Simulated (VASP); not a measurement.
VASP runs on VSe$_{2}$ (a trial cell in the 3R-MoS2 structure, space group R3m) share one base input (PBE GGA, plane waves, VASP's PBE PAW potentials (set 64)) and change the settings named in each case.

POSCAR:
```
VSe2
1
    1.5802940000     0.9123830000     6.1186630000
   -1.5802940000     0.9123830000     6.1186630000
    0.0000000000    -1.8247660000     6.1186630000
V Se
1 2
Direct
  0.0000000000   0.0000000000   0.0000000000
  0.7523000000   0.7523000000   0.7523000000
  0.5810000000   0.5810000000   0.5810000000
```

**INCAR**
```
SYSTEM = VSe2
PREC = Accurate; ENCUT = 400; LREAL = .False.
LASPH = .True.
EDIFF = 1E-6; NELM = 100; ALGO = Normal
LMAXMIX = 4
ISMEAR = 0; SIGMA = 0.05
GGA = PE
MAGMOM = 2.0 2*0.0
ISPIN = 2
ISIF = 2
LWAVE = .False.; LCHARG = .False.; LORBIT = 10
```

**KPOINTS**
```
Automatic mesh
0
Gamma
7 7 7
0 0 0
```

POTCAR, in this order: V_sv Se (PBE.64 set). Program: vasp_std.

| change | E(σ→0) (eV/atom) | pressure (GPa) | largest force (eV/Å) | moment (μB) | −TS (eV) |
|---|---|---|---|---|---|
| base run | -5.9232 | 14.06 | 0.940 | 0.50 | -0.0011 |
| LDAU = .TRUE., LDAUJ = 0 0, LDAUL = 2 -1, LDAUTYPE = 2, LDAUU = 1.0 0 | -5.5709 | ? | ? | ? | ? |
| LDAU = .TRUE., LDAUJ = 0 0, LDAUL = 2 -1, LDAUTYPE = 2, LDAUU = 2.0 0 | -5.2280 | ? | ? | ? | -0.0011 |
| LDAU = .TRUE., LDAUJ = 0 0, LDAUL = 2 -1, LDAUTYPE = 2, LDAUU = 3.0 0 | -4.8938 | 19.00 | 1.289 | 0.98 | -0.0006 |
| LDAU = .TRUE., LDAUJ = 0 0, LDAUL = 2 -1, LDAUTYPE = 2, LDAUU = 4.0 0 | -4.5649 | 20.35 | 1.418 | 1.00 | 0.0000 |
| LDAU = .TRUE., LDAUJ = 0 0, LDAUL = 2 -1, LDAUTYPE = 2, LDAUU = 5.0 0 | -4.2414 | 21.67 | 1.563 | 1.00 | 0.0000 |
| LDAU = .TRUE., LDAUJ = 0 0, LDAUL = 2 -1, LDAUTYPE = 2, LDAUU = 6.0 0 | -3.9185 | 23.27 | 1.602 | 1.00 | -0.0002 |
| LDAU = .TRUE., LDAUJ = 0 0, LDAUL = 2 -1, LDAUTYPE = 2, LDAUU = 8.0 0 | -3.3706 | 29.23 | 1.798 | 1.00 | 0.0000 |
| LDAU = .TRUE., LDAUJ = 0 0, LDAUL = 2 -1, LDAUTYPE = 2, LDAUU = 5.0 0, LMAXMIX = 2 | -4.2414 | 21.68 | 1.563 | 1.00 | 0.0000 |

**Question.** Complete the blanks.

**Answer.** 
- LDAU = .TRUE., LDAUJ = 0 0, LDAUL = 2 -1, LDAUTYPE = 2, LDAUU = 2.0 0, pressure (GPa): 17.76
- LDAU = .TRUE., LDAUJ = 0 0, LDAUL = 2 -1, LDAUTYPE = 2, LDAUU = 2.0 0, largest force (eV/Å): 1.181
- LDAU = .TRUE., LDAUJ = 0 0, LDAUL = 2 -1, LDAUTYPE = 2, LDAUU = 2.0 0, moment (μB): 0.96
- LDAU = .TRUE., LDAUJ = 0 0, LDAUL = 2 -1, LDAUTYPE = 2, LDAUU = 1.0 0, pressure (GPa): 15.66
- LDAU = .TRUE., LDAUJ = 0 0, LDAUL = 2 -1, LDAUTYPE = 2, LDAUU = 1.0 0, largest force (eV/Å): 0.992
- LDAU = .TRUE., LDAUJ = 0 0, LDAUL = 2 -1, LDAUTYPE = 2, LDAUU = 1.0 0, moment (μB): 0.75
- LDAU = .TRUE., LDAUJ = 0 0, LDAUL = 2 -1, LDAUTYPE = 2, LDAUU = 1.0 0, −TS (eV): -0.0007

Energies of different potentials or functionals have different zeros. The moments were started parallel, and other spin orders were not tried in this run.

Left out are runs that ran out of time, are held back, or changed the cell or the kind of run, fixed moments of cells without a moment, rows past the twelfth, gaps on odd meshes, pressures of charged cells and columns that move by less than the noise.

The structure was generated: VSe2 was put into the 3R-MoS2 type (R3m), which need not be its known phase. The cell was not relaxed at this level, forces remain on its atoms.
